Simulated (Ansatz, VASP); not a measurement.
# Ru (Ruthenium): VASP beside Ansatz, part 2 of 2

Aim: how closely do two programs agree when they are given the same cell, functional and k mesh? The cell is taken from a series of runs on this material, whose earlier steps may have relaxed, scaled, displaced or heated it; both programs get it as it stands.

VASP 6.6.1 and Ansatz 0.2.0.

So far: Starting point; VASP: zone-centre phonons, LDA.

**3. Ansatz: zone-centre phonons, LDA**

Level of this step: Ansatz beside VASP: Kohn-Sham DFT, plane waves, LDA (Ansatz).

Ansatz runs on its PAW soft_1 files.

The same cell, functional (in two slightly different forms), mesh and smearing now go to Ansatz, which takes its cutoff from its data sets.

input.yaml reads:

```yaml
crystal:
  lattice:
    - [2.6934487996, 0.0, 0.0]
    - [-1.3467243998, 2.3325950842, 0.0]
    - [0.0, 0.0, 4.2493059914]
  atoms:
    - { symbol: Ru, position: [0.3333333333, 0.6666666667, 0.25] }
    - { symbol: Ru, position: [0.6666666667, 0.3333333333, 0.75] }
kpoints:
  mp_grid: { grid: [18, 18, 12] }
hamiltonian:
  xc: lda
  pseudopotentials: { kind: paw, azcp: { folder: soft_1 }, xc_functional: pbe }
scf:
  occupations: { method: methfessel_paxton, width: 0.2 }
output:
  eigenvalues: true
phonons:
  method: dfpt
```

On the command line:

```sh
$ ansatz run input.yaml --threads 4 --pin off --max-ram 10240MiB --backend cpu --events-out ev --progress --plain --runs-dir out
```

Numbers of over 12 decimals in the logs are rounded to 6 here.

The log of the run:

```text
zone centre: on kpoints.mp_grid the ground state, and the responses unless they are solved on pairs of k-points, stand on 637 of the mesh's 3888 k-points, reduced under 4 symmetry operations, with k and −k counted as one. Each operation leaves every solved displacement unchanged or reverses it
Engine: ansatz 0.2.0, x86_64-unknown-linux-gnu
Pseudopotentials: kind: paw
Pseudopotential: Ru, paw, valence charge 16, recommended cutoff 420 eV (normal), soft_1/Ru.paw.azcp
Functional definition: SPW92
  exchange = slater_x
  correlation = pw_c
Crystal: 2 atoms, lattice volume = 26.697 Å³
Basis set: ecut = 420 eV, 537 PW (Γ), exchange–correlation on 40×40×60 points (8 copies of the dense FFT grid, shifted against one another)
Bands: 20, of which v1, the nominal top of the filled ones, is band 16 counted from 1 (15 counted from 0)
Symmetry: 24 space group operations
k-points: 637 of 3888 (irreducible under 4 space group operations, time reversal used)
Non-local potential: Ru, projectors of the file, l = 0: 3, l = 1: 2, l = 2: 2, l = 3: 1
PAW form: soft (Blöchl's): semilocal exchange-correlation on the pseudo side does not see the compensation charge
PAW frozen core: Ru, regenerated for the run's functional, and the local potential with it (the file was generated under x = pbe(κ = 0.804, μ = 0.219515), c = pbe(β = 0.066725))
PAW one-centre angular grid: Ru, 590 points (default); XC on 64 Gauss nodes
Initial density: superposition of atomic densities (chi_scale 0.1, normalization cell)
Initial wavefunctions: pseudopotential atomic-orbital guess
Functional: x = slater, c = lda
SCF iter   1: F=—  HF=-11518.170998 eV  |F-HF|=—  |Δ(HF+E_count)|=         —  Δρ=1.32e-1  dr2=4.36e0  ethr=3.10e-3  ⟨swp⟩=5.0  Hψ=111480  notcnv=0  defer=69
automatic band count: the SCF goes on with 24 bands, as 20 were too few: they end inside the smearing window of the response
preconditioner: auto → none  [metal: Δε(μ)=0.020 eV  Ē_g=11.692 eV  σ=0.200 eV  W_gap=0.08  n_scr=8 (ndim 8)  ℏωp=28.7 eV  f_vac=0.000  D(μ)=1.47/eV (n_scr^D=22)  sad-step TF]
SCF iter   2: F=—  HF=-11517.122564 eV  |F-HF|=—  |Δ(HF+E_count)|=    1.05e0  S|Δr|=    0.00e0  Δρ=7.39e-2  dr2=1.37e0  ethr=3.10e-3  ⟨swp⟩=2.8  Hψ=29654  notcnv=0  defer=1747
SCF iter   3: F=—  HF=-11516.651853 eV  |F-HF|=—  |Δ(HF+E_count)|=   4.71e-1  S|Δr|=    0.00e0  Δρ=3.52e-3  dr2=1.56e-3  ethr=3.10e-3  ⟨swp⟩=2.0  Hψ=21836  notcnv=0  defer=1747
SCF iter   4: F=—  HF=-11516.652941 eV  |F-HF|=—  |Δ(HF+E_count)|=   1.09e-3  S|Δr|=    0.00e0  Δρ=3.80e-4  dr2=1.37e-5  ethr=4.86e-6  ⟨swp⟩=2.6  Hψ=30586  notcnv=0  defer=1624
SCF iter   5: F=—  HF=-11516.652955 eV  |F-HF|=—  |Δ(HF+E_count)|=   1.32e-5  S|Δr|=    0.00e0  Δρ=1.16e-4  dr2=1.96e-6  ethr=4.28e-8  ⟨swp⟩=2.3  Hψ=22015  notcnv=0  defer=1624
SCF iter   6: F=—  HF=-11516.652954 eV  |F-HF|=—  |Δ(HF+E_count)|=   4.15e-7  S|Δr|=    0.00e0  Δρ=2.13e-5  dr2=5.77e-8  ethr=6.11e-9  ⟨swp⟩=2.5  Hψ=23813  notcnv=0  defer=1624
SCF iter   7: F=—  HF=-11516.652954 eV  |F-HF|=—  |Δ(HF+E_count)|=   2.34e-8  S|Δr|=    0.00e0  Δρ=2.14e-6  dr2=8.29e-10  ethr=1.80e-10  ⟨swp⟩=2.9  Hψ=25356  notcnv=0  defer=1624
SCF iter   8: F=-11516.652954 eV  HF=-11516.652954 eV  |F-HF|=7.28e-12  |Δ(HF+E_count)|=  1.02e-10  S|Δr|=    0.00e0  Δρ=1.35e-7  dr2=3.49e-12  ethr=1.00e-12  ⟨swp⟩=9.0  Hψ=88949  notcnv=0
SCF 1 converged in 8 iterations: F = -11516.652954 eV  dr2 = 3.49e-12
  greatest PAW one-centre occupation: 1.000 electrons in one spin orbital (limit 2), on the Ru atom at site 1 (counted from 0), in its partial waves of l = 0
DFPT response loops at Γ: preconditioner auto → Kerker (q_TF=auto, 2.812 Å⁻¹) (partly filled bands, converged f_vac=0.000); β = 1.00, the filter's whole step (`scf.mixing.beta` (0.50) is not read by the response loops under this deck's `scf.mixing.preconditioner`; to damp them name `kerker` or `kerker_dos`, under which they read `scf.mixing.beta`, and type it under 1.00, their step now; both keys bind the ground state too); Broyden in place of MSR1
SCF converged after 8 iterations
Stability not checked: this state was not tested for a lower state beside it, because cold or Methfessel-Paxton smearing, or corrected tetrahedra, fill the levels in a way that the test cannot read (fill_not_monotonic; see scf.lower_state_search)
Free energy (F): -11516.652954 eV
Harris-Foulkes:  -11516.652954 eV  (|F-HF|=7.28e-12)
Internal energy: -11516.653475 eV  (E = F + TS)
E sigma→0 (E₀):  -11516.653085 eV
Entropy (-TS):   0.000521 eV (0.261 meV/atom)
Fermi energy:    23.504875 eV
--- Per-component energies (eV) ---
  E_band       = -106.893206
  E_kinetic    = 921.927019
  E_local      = -2514.487298  (includes V_loc(G=0)·N_el)
  E_nonlocal   = 835.853999
  E_hartree    = 829.027617
  E_xc         = -339.116944
  E_vxc        = -430.387542  (∫ρ·V_xc dr)
  E_paw        = -6763.625966  (= ΣΔE_a)
  E_vpaw       = -577.855793  (= ΣTr[D̂ρ^β])
  E_aug_tail   = 0.001065  (compensation charges beyond the density's cutoff)
  E_ewald      = -4487.376335
  E_core_change = 1.143369  (= ΣΔE_core)
  E_smearing   = 0.000521  (= −TS)
  E_closure    = -0.000000  (closes the sum)
  Σ components = -11516.652954   (vs F -11516.652954, Δ=0.00e0)
--- Band table (eV; the first three rows and the last of 637) ---
  k-point 0: bands = [... 12 lower, 21.0308, 21.5301, 21.5301, 22.0452, 22.0452, 24.7264, 24.7264, 24.8284, ... 4 higher]
  k-point 1: bands = [... 12 lower, 20.9898, 21.4807, 21.4807, 22.1628, 22.1628, 24.5553, 24.7333, 24.7333, ... 4 higher]
  k-point 2: bands = [... 12 lower, 20.8763, 21.3467, 21.3467, 22.4582, 22.4582, 23.8536, 24.7374, 24.7374, ... 4 higher]
  k-point 636: bands = [... 12 lower, 20.7965, 20.7965, 22.1216, 22.1216, 25.2012, 25.2012, 28.6466, 28.6466, ... 4 higher]
--- Phonons (Γ-DFPT): 2 representative perturbations + reference, on 637 of 3888 k-points (Σ response iterations 6) ---
  k mesh reduced under 4 symmetry operations, with k and −k counted as one. Each operation leaves every solved displacement unchanged or reverses it
  ASR residual: 1.229e-4 → 0.000e0 eV/Å²; symmetrization residual: 1.201e-12 eV/Å²
  ASR residual per site (eV/Å²): 1.23e-4 1.23e-4
  Γ frequencies (cm⁻¹): 0.00 0.00 0.00 205.52 205.52 263.33
  non-analytic LO–TO correction: not included (Born effective charges unavailable; polar crystals: no LO–TO splitting at Γ)
```

**4. Comparison**

Known differences besides the potentials themselves: the data sets hold 32 valence electrons in Ansatz (on its PAW soft_1 files) and 28 in VASP; the cutoff is 420 eV in Ansatz and 500 eV in VASP; VASP's log shows a relativistic correction to its local exchange, Ansatz's none. Total energies have different zeros and are not compared.

Both answers:

```tsv
quantity	Ansatz	VASP	difference
optical mode 1 to 2 (cm⁻¹)	205.5	205.6	-0.02 %
optical mode 3 (cm⁻¹)	263.3	264.9	-0.60 %
```

Modes are paired by rising frequency, not by their patterns, so a pair may set unlike modes beside each other; they are those without the splitting of longitudinal modes.

**5. What came out**

* r.m.s. difference of the optical zone-centre modes, each program's sorted by frequency (zone-centre phonons, LDA): 0.92 cm⁻¹
* difference in optical mode 3 (zone-centre phonons, LDA): -0.6 %

The r.m.s. difference of the optical zone-centre modes, each program's sorted by frequency is 0.92 cm⁻¹ (zone-centre phonons, LDA). The data sets hold unlike numbers of valence electrons (32 in Ansatz and 28 in VASP), so part of the differences comes from the potentials. Among the rows given in per cent, the largest difference of the zone-centre phonons, LDA pair is in optical mode 3, -0.6 %. Such differences can come from data sets, numerical settings and the points named under the comparisons, not from the functional's error against experiment.

[Lines on the potential files, build, host, timing and source positions are cut from VASP's logs without a mark.]

[Logs are printed without paths, hosts, clocks, repeated set-up lines and the standing remarks that a program may print on its own settings, such as how far it seeks lower states.]

[Hosts, paths, dates, database ids (printed as entryN), source tags and the programs' standing remarks are cut or masked in the printed files.]
